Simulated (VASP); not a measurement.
Input:

```
P
1.0
    1.64996    -5.48369     0.00000
    1.64996     5.48369     0.00000
    0.00000     0.00000     4.53617
P
4
Direct
  0.09548   0.90452   0.91145
  0.40452   0.59548   0.41145
  0.59548   0.40452   0.58855
  0.90452   0.09548   0.08855
```

All values below come from r2SCAN meta-GGA, VASP's PBE PAW potentials (set 64) (plane waves; VASP). Numerical set-up: 480 eV cut-off, 6×6×6 Γ-centred mesh, Gaussian smearing of 0.050 eV, potentials P.

Each row applies one change to this cell, which was relaxed at other settings and keeps the small stress of the first row; at a fixed cut-off the stress holds a Pulay part, so it need not integrate to ΔE exactly. Stress is in GPa, positive when the cell is compressed; gaps are those on the k-mesh, and 0.00 means metallic.

| change | ΔE (meV/atom) | σxx | σyy | σzz | largest shear component, with its sign (GPa) | largest force (eV/Å) | gap (eV) |
|---|---|---|---|---|---|---|---|
| none | 0.0 | -0.10 | 0.11 | -0.10 | 0.00 | 0.029 | 0.27 |
| shear strain γ_yz = +4.0 % | 5.3 | -0.06 | 0.25 | -0.07 | -2.08 | 0.293 | 0.28 |
| biaxial strain of -4.0 % in the yz plane with the ions relaxed | 10.2 | 1.87 | 1.78 | 2.28 | 0.00 | 0.004 | 0.19 |
| isotropic strain of -0.5 % | 1.2 | 1.42 | 1.06 | 1.03 | 0.00 | 0.115 | 0.25 |
| biaxial strain of -2.0 % in the yz plane | 9.0 | 1.64 | 3.97 | 3.13 | 0.00 | 0.441 | 0.33 |
| shear strain γ_yz = +3.0 % | [?] | [?] | [?] | [?] | [?] | [?] | [?] |
| atom 2 (P) moved by -0.050 Å along z | [?] | [?] | [?] | [?] | [?] | [?] | [?] |
| isotropic strain of -1.0 % | 4.7 | 3.05 | 2.08 | 2.24 | 0.00 | 0.245 | 0.22 |

Task: Fill in the missing entries.

Result: 
- shear strain γ_yz = +3.0 %, ΔE (meV/atom): 3.0
- shear strain γ_yz = +3.0 %, σxx: -0.08
- shear strain γ_yz = +3.0 %, σyy: 0.19
- shear strain γ_yz = +3.0 %, σzz: -0.08
- shear strain γ_yz = +3.0 %, largest shear component, with its sign (GPa): -1.56
- shear strain γ_yz = +3.0 %, largest force (eV/Å): 0.226
- shear strain γ_yz = +3.0 %, gap (eV): 0.27
- atom 2 (P) moved by -0.050 Å along z, ΔE (meV/atom): 4.1
- atom 2 (P) moved by -0.050 Å along z, σxx: 0.45
- atom 2 (P) moved by -0.050 Å along z, σyy: -0.25
- atom 2 (P) moved by -0.050 Å along z, σzz: 1.32
- atom 2 (P) moved by -0.050 Å along z, largest shear component, with its sign (GPa): 0.63
- atom 2 (P) moved by -0.050 Å along z, largest force (eV/Å): 0.692
- atom 2 (P) moved by -0.050 Å along z, gap (eV): 0.23

Failed runs are left out, and for metals the shear rows, which the mesh's noise covers.

The compound is P in the black structure.
